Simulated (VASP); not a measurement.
Output of a VASP run:

### OSZICAR
```
       N       E                     dE             d eps       ncg     rms          rms(c)
DAV:   1    -0.314426976550E+01   -0.31443E+01   -0.57421E+03  1872   0.903E+02
DAV:   2    -0.748157851939E+02   -0.71672E+02   -0.68854E+02  2566   0.148E+02
DAV:   3    -0.790845277990E+02   -0.42687E+01   -0.42189E+01  2265   0.395E+01
DAV:   4    -0.791445698232E+02   -0.60042E-01   -0.59968E-01  2172   0.587E+00
DAV:   5    -0.791456457042E+02   -0.10759E-02   -0.10759E-02  2185   0.810E-01    0.101E+01
DAV:   6    -0.767516539833E+02    0.23940E+01   -0.23631E-01  1892   0.470E+00    0.755E+00
DAV:   7    -0.746848639578E+02    0.20668E+01   -0.11526E+00  1877   0.687E+00    0.524E+00
DAV:   8    -0.760031847151E+02   -0.13183E+01   -0.74802E-01  1872   0.645E+00    0.117E+00
DAV:   9    -0.760179886629E+02   -0.14804E-01   -0.20345E-02  2097   0.108E+00    0.378E-01
DAV:  10    -0.760177096722E+02    0.27899E-03   -0.79237E-04  2027   0.228E-01    0.305E-01
DAV:  11    -0.760182697781E+02   -0.56011E-03   -0.61247E-04  1947   0.225E-01    0.122E-01
DAV:  12    -0.760188508193E+02   -0.58104E-03   -0.18028E-03  1892   0.418E-01    0.313E-02
DAV:  13    -0.760194923096E+02   -0.64149E-03   -0.37904E-04  1902   0.177E-01    0.406E-02
DAV:  14    -0.760195024199E+02   -0.10110E-04   -0.12463E-05  2112   0.299E-02    0.215E-02
DAV:  15    -0.760195044618E+02   -0.20419E-05   -0.51897E-06  1937   0.235E-02    0.629E-03
DAV:  16    -0.760195065831E+02   -0.21213E-05   -0.95241E-07  1166   0.101E-02    0.245E-03
DAV:  17    -0.760195081236E+02   -0.15405E-05   -0.15812E-06  1336   0.140E-02    0.441E-04
DAV:  18    -0.760195082626E+02   -0.13901E-06   -0.27370E-07   996   0.485E-03
   1 F= -.76019508E+02 E0= -.76019359E+02  d E =-.760195E+02
```

### OUTCAR
```
------------------------ aborting loop because EDIFF is reached ----------------------------------------
  FORCE on cell =-STRESS in cart. coord.  units (eV):
  Direction    XX          YY          ZZ          XY          YZ          ZX
  --------------------------------------------------------------------------------------
  Total        0.0404308     -0.0150355     -0.0279887      0.0000000      0.0000000     -0.0127395
  in kB        0.6601063     -0.2454817     -0.4569660      0.0000000      0.0000000     -0.2079957
  external PRESSURE =      -0.0141138 kB  Pullay stress =       0.0000000 kB
  volume of cell :       98.13
      direct lattice vectors                 reciprocal lattice vectors
     3.818372974 -2.154346856  0.002807372     0.130944383 -0.232088904  0.001961030
     3.818372974  2.154346856  0.002807372     0.130944383  0.232088904  0.001961030
    -0.089326069  0.000000000  5.964592127    -0.000123264  0.000000000  0.167654211
 POSITION                                       TOTAL-FORCE (eV/Angst)
 -----------------------------------------------------------------------------------
      5.20979      0.00000      3.95103         0.010100     -0.000000     -0.013950
      2.33763      0.00000      2.01918        -0.010100     -0.000000      0.013950
      0.00000      0.00000      0.00000        -0.000000      0.000000     -0.000000
 -----------------------------------------------------------------------------------
    total drift:                               -0.000000     -0.000000     -0.000000
  FREE ENERGIE OF THE ION-ELECTRON SYSTEM (eV)
  ---------------------------------------------------
  free  energy   TOTEN  =       -76.0195082626 eV

  energy  without entropy=      -76.0190606637  energy(sigma->0) =      -76.01935906

 reached required accuracy - stopping structural energy minimisation
```
(Selected blocks of OUTCAR.)

File POSCAR:
```
Te
1
    3.8183729740    -2.1543468557     0.0028073721
    3.8183729740     2.1543468557     0.0028073721
   -0.0893260687     0.0000000000     5.9645921274
Te
3
Direct
  0.6899408952   0.6899408952   0.6617645129
  0.3100591048   0.3100591048   0.3382354871
  1.0000000000   1.0000000000   0.0000000000
```

**Question.** Reconstruct the remaining input files.

**Answer.** Several could match; the one computed here: the input of the run itself, r2SCAN meta-GGA, plane waves, VASP's PBE PAW potentials (set 64).

File KPOINTS:
```
kpoints
0
gamma
7 7 5
```

INCAR:
```
LREAL = .FALSE.   ! projection in real space or not
METAGGA = R2SCAN
IBRION = 2   ! conjugate gradients
LMAXMIX = 4   ! l cut-off of mixed one-centre charges
EDIFFG = -0.02   ! ionic stop
PREC = Accurate
LMIXTAU = .TRUE.
SYSTEM = Te
ALGO = Normal   ! blocked Davidson
ISIF = 3   ! ions, shape and volume
NSW = 60   ! most ionic steps
NELM = 100
EDIFF = 1E-6
LASPH = .TRUE.   ! aspherical one-centre terms
ISMEAR = 1
SIGMA = 0.1
LWAVE = .FALSE.
ENCUT = 400
LCHARG = .FALSE.
```

POTCAR, in this order: Te (PBE.64 set). Program: vasp_std.

The structure comes from a computed database's Te entry (C2/m); how it stands against other phases isn't given here. It was relaxed first. The start is the result of an earlier pass.
